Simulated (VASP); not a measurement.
# InP (F-43m) in VASP: elastic constants with LDA

Aim: the elastic constants of InP with LDA.

All numbers are computed with VASP 6.6.1; they aren't measurements. Logs are shortened: lines on timing, memory, paths and dates and some standing lists are left out, and cuts for length are marked.

### Step 1. The structure

Symmetry: F-43m, No. 216, cubic system. The conventional cell has a = 5.904 Å, b = 5.904 Å, c = 5.904 Å, α = 90.00°, β = 90.00°, γ = 90.00°. In (site symmetry -43m) is surrounded by 4 P at 2.56 Å. P (site symmetry -43m) has 4 In at 2.56 Å as nearest neighbours.

The cell is a database's computed one.

### Step 2. Elastic constants, LDA

Input file POSCAR:

```
InP
1.0
    0.0000000000      2.9519763900      2.9519763900
    2.9519763900      0.0000000000      2.9519763900
    2.9519763900      2.9519763900      0.0000000000
In P
1 1
Direct
    0.0000000000      0.0000000000      0.0000000000
    0.7500000000      0.7500000000      0.7500000000
```

Input file INCAR.step1:

```
PREC = Accurate
ENCUT = 600
EDIFF = 1E-8
ISMEAR = 0
SIGMA = 0.02
LREAL = F
LASPH = T
NELM = 80
ALGO = Normal
ISIF = 3
LWAVE = F
LCHARG = F
IBRION = 2
NSW = 40
EDIFFG = -0.002
```

Input file INCAR.step2:

```
PREC = Accurate
ENCUT = 600
EDIFF = 1E-8
ISMEAR = 0
SIGMA = 0.02
LREAL = F
LASPH = T
NELM = 80
ALGO = Normal
ISIF = 3
LWAVE = F
LCHARG = F
IBRION = 6
NFREE = 2
POTIM = 0.015
NSW = 1
```

Input file KPOINTS:

```
regular mesh
0
Gamma
  10 10 10
```

Potentials or basis: VASP PAW LDA potentials, release 64 (In_d, P).

The run is started by

```bash
> cat potpaw_LDA.64/In_d/POTCAR potpaw_LDA.64/P/POTCAR > POTCAR
> cp INCAR.step1 INCAR
> mpirun -np 1 vasp_std > vasp.out
> cp CONTCAR POSCAR
> cp INCAR.step2 INCAR
> mpirun -np 1 vasp_std > vasp.out
```

OUTCAR:

```text
PREC = Accurate
   ENCUT = 600
   EDIFF = 1E-8
   ISMEAR = 0
   LREAL = F
   LASPH = T
   NELM = 80
   ISIF = 3
   IBRION = 6
   NFREE = 2
   POTIM = 0.015
   NSW = 1

 ion  position               nearest neighbor table
   1  0.000  0.000  0.000-   2 2.52   2 2.52   2 2.52   2 2.52
   2  0.750  0.750  0.750-   1 2.52   1 2.52   1 2.52   1 2.52

  LATTYP: Found a face centered cubic cell.
 ALAT       =     5.8287709097

  Lattice vectors:

 A1 = (   0.0000000000,   2.9143854549,   2.9143854549)
 A2 = (   2.9143854549,   0.0000000000,   2.9143854549)
 A3 = (   2.9143854549,   2.9143854549,   0.0000000000)

Analysis of symmetry for initial positions (statically):
=====================================================================
 Subroutine PRICEL returns:
 Original cell was already a primitive cell.

 Routine SETGRP: Setting up the symmetry group for a
 face centered cubic supercell.

 Subroutine GETGRP returns: Found 24 space group operations
 (whereof 24 operations were pure point group operations)
 out of a pool of 48 trial point group operations.

The static configuration has the point symmetry T_d .

Analysis of symmetry for dynamics (positions and initial velocities):
=====================================================================
 Subroutine PRICEL returns:
 Original cell was already a primitive cell.

 Routine SETGRP: Setting up the symmetry group for a
 face centered cubic supercell.

 Subroutine GETGRP returns: Found 24 space group operations
 (whereof 24 operations were pure point group operations)
 out of a pool of 48 trial point group operations.

The dynamic configuration has the point symmetry T_d .

 Subroutine INISYM returns: Found 24 space group operations
 (whereof 24 operations are pure point group operations),
 and found     1 'primitive' translations

----------------------------------------------------------------------------------------

[... 722 lines left out ...]
     10       7.2759      0.00000
     11       8.1190      0.00000
     12      11.9487      0.00000
     13      12.6263      0.00000

 [... further k-points ...]

------------------------ aborting loop because EDIFF is reached ----------------------------------------

  FORCE on cell =-STRESS in cart. coord.  units (eV):
  Direction    XX          YY          ZZ          XY          YZ          ZX
  --------------------------------------------------------------------------------------
  -------------------------------------------------------------------------------------
  Total       -0.0027262     -0.0000898     -0.0000898      0.0000000     -0.1243201      0.0000000
  in kB       -0.0882263     -0.0029062     -0.0029062      0.0000000     -4.0232878      0.0000000
  external PRESSURE =      -0.0313463 kB  Pullay stress =       0.0000000 kB
[... 17 lines left out ...]
  FREE ENERGIE OF THE ION-ELECTRON SYSTEM (eV)
  ---------------------------------------------------
  free  energy   TOTEN  =        -9.6734026620 eV

  energy  without entropy=       -9.6734026620  energy(sigma->0) =       -9.67340266

 INTERNAL STRAIN TENSORS FROM STRAINED CELLS
 ============================================

 INTERNAL STRAIN TENSOR FOR ION    1 for displacements in x,y,z  (eV/Angst):
          X           Y           Z          XY          YZ          ZX
  --------------------------------------------------------------------------------
  x     0.00000     0.00000     0.00000    -0.00000    -8.30097    -0.00000
  y    -0.00000     0.00000     0.00000    -0.00000    -0.00000    -8.30205
  z    -0.00000     0.00000    -0.00000    -8.30156     0.00000     0.00000

 INTERNAL STRAIN TENSORS FROM DISPLACED ATOMS
 ============================================

 INTERNAL STRAIN TENSOR FOR ION    1 for displacements in x,y,z  (eV/Angst):
          X           Y           Z          XY          YZ          ZX
  --------------------------------------------------------------------------------
  x    -0.00000    -0.00000    -0.00000     0.00000    -8.30175     0.00000
  y    -0.00000     0.00000    -0.00000     0.00000     0.00000    -8.30175
  z    -0.00000    -0.00000    -0.00000    -8.30175     0.00000     0.00000

 INTERNAL STRAIN TENSOR FOR ION    2 for displacements in x,y,z  (eV/Angst):
          X           Y           Z          XY          YZ          ZX
  --------------------------------------------------------------------------------
  x    -0.00000    -0.00000    -0.00000     0.00000     8.29103     0.00000
  y     0.00000    -0.00000     0.00000     0.00000     0.00000     8.29103
  z    -0.00000    -0.00000    -0.00000     8.29103     0.00000     0.00000

 Eigenvectors and eigenvalues of the dynamical matrix
 ----------------------------------------------------

   1 f  =    9.070043 THz    56.988762 2PiTHz  302.544075 cm-1    37.510668 meV
             X         Y         Z           dx          dy          dz
      0.000000  0.000000  0.000000    -0.460990    0.000000    0.000000
      4.371578  4.371578  4.371578     0.887405    0.000000    0.000000
[... 21 lines left out ...]
   6 f/i=    0.000680 THz     0.004272 2PiTHz    0.022678 cm-1     0.002812 meV
             X         Y         Z           dx          dy          dz
      0.000000  0.000000  0.000000     0.000000    0.000000    0.887405
      4.371578  4.371578  4.371578     0.000000    0.000000    0.460990

--------------------------------------------------------------------------------------------------------

 ELASTIC MODULI CONTR FROM IONIC RELAXATION (kBar)
 Direction    XX          YY          ZZ          XY          YZ          ZX
 --------------------------------------------------------------------------------
 XX          -0.0000     -0.0000     -0.0000     -0.0000     -0.0000     -0.0000
 YY          -0.0000     -0.0000     -0.0000     -0.0000     -0.0000      0.0000
 ZZ          -0.0000     -0.0000     -0.0000     -0.0000     -0.0000     -0.0000
 XY          -0.0000     -0.0000     -0.0000   -271.2563      0.0000      0.0000
 YZ          -0.0000     -0.0000     -0.0000      0.0000   -271.2563      0.0000
 ZX          -0.0000      0.0000     -0.0000      0.0000      0.0000   -271.2563
 --------------------------------------------------------------------------------

 TOTAL ELASTIC MODULI (kBar)
 Direction    XX          YY          ZZ          XY          YZ          ZX
 --------------------------------------------------------------------------------
 XX        1006.8002    566.4866    566.4866     -0.0000     -0.0000     -0.0000
 YY         566.4866   1006.8002    566.4866     -0.0000     -0.0000      0.0000
 ZZ         566.4866    566.4866   1006.8002     -0.0000     -0.0000     -0.0000
 XY          -0.0000     -0.0000     -0.0000    456.8703      0.0000      0.0000
 YZ          -0.0000     -0.0000     -0.0000      0.0000    456.8703      0.0000
 ZX          -0.0000      0.0000     -0.0000      0.0000      0.0000    456.8703
 --------------------------------------------------------------------------------
```

OUTCAR.step1:

```text
PREC = Accurate
   ENCUT = 600
   EDIFF = 1E-8
   ISMEAR = 0
   LREAL = F
   LASPH = T
   NELM = 80
   ISIF = 3
[... 675 lines left out ...]
  -------------------------------------------------------------------------------------
  Total       -0.0018203     -0.0018203     -0.0018203      0.0000000      0.0000000     -0.0000000
  in kB       -0.0589078     -0.0589078     -0.0589078      0.0000000      0.0000000     -0.0000000
  external PRESSURE =      -0.0589078 kB  Pullay stress =       0.0000000 kB
[... 17 lines left out ...]
  FREE ENERGIE OF THE ION-ELECTRON SYSTEM (eV)
  ---------------------------------------------------
  free  energy   TOTEN  =        -9.6744720626 eV

  energy  without entropy=       -9.6744720626  energy(sigma->0) =       -9.67447206

 reached required accuracy - stopping structural energy minimisation
```

OSZICAR.step1:

```text
N       E                     dE             d eps       ncg     rms          rms(c)
[... 30 lines left out ...]
DAV:   2    -0.968456569108E+01    0.58593E-01   -0.12420E-01  1582   0.911E+00    0.602E-01
DAV:   3    -0.967477002942E+01    0.97957E-02   -0.31185E-02  1607   0.424E+00    0.370E-01
DAV:   4    -0.967475939768E+01    0.10632E-04   -0.13712E-03  1247   0.405E-01    0.290E-01
DAV:   5    -0.967450574771E+01    0.25365E-03   -0.15923E-04  1431   0.150E-01    0.122E-01
DAV:   6    -0.967447389918E+01    0.31849E-04   -0.65780E-05  1848   0.977E-02    0.188E-02
DAV:   7    -0.967447212899E+01    0.17702E-05   -0.85857E-06  1535   0.409E-02    0.317E-03
DAV:   8    -0.967447205677E+01    0.72219E-07   -0.65566E-07  1606   0.197E-02    0.166E-03
DAV:   9    -0.967447206256E+01   -0.57912E-08   -0.79000E-08  1569   0.377E-03
   3 F= -.96744721E+01 E0= -.96744721E+01  d E =-.157585E-01
```

Wall time 12 min (1 thread of Intel Xeon 6975P-C (Granite Rapids), shared host); peak memory 0.5 GiB.

Results:

```
Relaxed volume                                          : 24.75 Å³/atom
Relaxed cell                                            : a = 4.122 Å, b = 4.122 Å, c = 4.122 Å, α = 60.00°, β = 60.00°, γ = 60.00°
Space group after relaxing (to 0.05 Å)                  : F-43m (No. 216)
Elastic constants C11, C12, C44                         : 101, 57, 46 GPa
Voigt bulk modulus                                      : 71 GPa
Highest phonon frequency at Γ, LO-TO splitting left out : 303 cm⁻¹
```

Step by step:
```tsv
step	energy change (eV)	largest force (eV/Å)	pressure (GPa)	volume (Å³)
1	0.0000	0.0000	-2.51	51.45
2	-0.0111	0.0000	1.52	48.51
3	-0.0158	0.0000	-0.01	49.51
```

Final structure:
```
In P
1.0
     0.00000    2.91439    2.91439
     2.91439    0.00000    2.91439
     2.91439    2.91439    0.00000
In P
1 1
Direct
  0.00000 0.00000 0.00000
  0.75000 0.75000 0.75000
```

Phonon frequencies in cm⁻¹ (negative: imaginary):
```tsv
q point	frequencies
(0.000, 0.000, 0.000)	0 0 0 303 303 303
```

Elastic tensor in Voigt notation (GPa, in the Cartesian axes of the cell as first typed):
```
101  57  57   0   0   0
 57 101  57   0   0   0
 57  57 101   0   0   0
  0   0   0  46   0   0
  0   0   0   0  46   0
  0   0   0   0   0  46
```

Clamped-ion elastic tensor (GPa):
```
101  57  57   0   0   0
 57 101  57   0   0   0
 57  57 101   0   0   0
  0   0   0  73   0   0
  0   0   0   0  73   0
  0   0   0   0   0  73
```
